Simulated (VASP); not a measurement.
All values below come from PBE GGA, VASP's PBE PAW potentials (set 64) (plane waves; VASP).

A VASP calculation is set up with these files.

File POSCAR:
```
Si
1
    0.0000000000     2.7342695896     2.7342695896
    2.7342695896    -0.0000000000     2.7342695896
    2.7342695896     2.7342695896     0.0000000000
Si
2
Direct
  0.5000000000   0.5000000000   0.5000000000
  0.7500000000   0.7500000000   0.7500000000
```

### INCAR
```
LCHARG  =  .FALSE.
GGA  =  PE   # PBE
ENCUT  =  480   # plane-wave cut-off (eV)
ALGO  =  Normal
IBRION  =  2   # conjugate gradients
NSW  =  60   # most ionic steps
ISIF  =  3
SYSTEM  =  Si
SIGMA  =  0.05   # width (eV)
ISMEAR  =  0   # Gaussian
LASPH  =  .TRUE.   # aspherical one-centre terms
EDIFFG  =  -0.01
LWAVE  =  .FALSE.
PREC  =  Accurate
EDIFF  =  1E-6   # SCF stop (eV)
LREAL  =  .FALSE.   # projection in real space or not
NELM  =  100
```

### KPOINTS
```
kpoints
0
Gamma
 8 8 8
```

POTCAR, in this order: Si (PBE.64 set). Program: vasp_std.

### Question
Predict the energy per atom (σ→0).

### Answer

```
Quantity                               Result
---------------------  ----------------------
energy per atom (σ→0)  -523.2 kJ/mol of atoms
```

### OSZICAR
```
...
DAV:   5    -0.110149803561E+02   -0.36741E-05   -0.36741E-05   632   0.316E-02    0.475E+00
DAV:   6    -0.108985804367E+02    0.11640E+00   -0.75851E-02   584   0.144E+00    0.290E+00
DAV:   7    -0.108447408836E+02    0.53840E-01   -0.14601E-01   568   0.213E+00    0.175E-01
DAV:   8    -0.108458572214E+02   -0.11163E-02   -0.38548E-03   504   0.470E-01    0.738E-02
DAV:   9    -0.108460534871E+02   -0.19627E-03   -0.19677E-04   680   0.110E-01    0.563E-02
DAV:  10    -0.108460807882E+02   -0.27301E-04   -0.33976E-05   512   0.434E-02    0.104E-02
DAV:  11    -0.108460804181E+02    0.37002E-06   -0.49561E-07   680   0.513E-03
   1 F= -.10846080E+02 E0= -.10846080E+02  d E =-.108461E+02
```

The compound is Si in the diamond structure. It was relaxed first. The start is the result of an earlier pass.
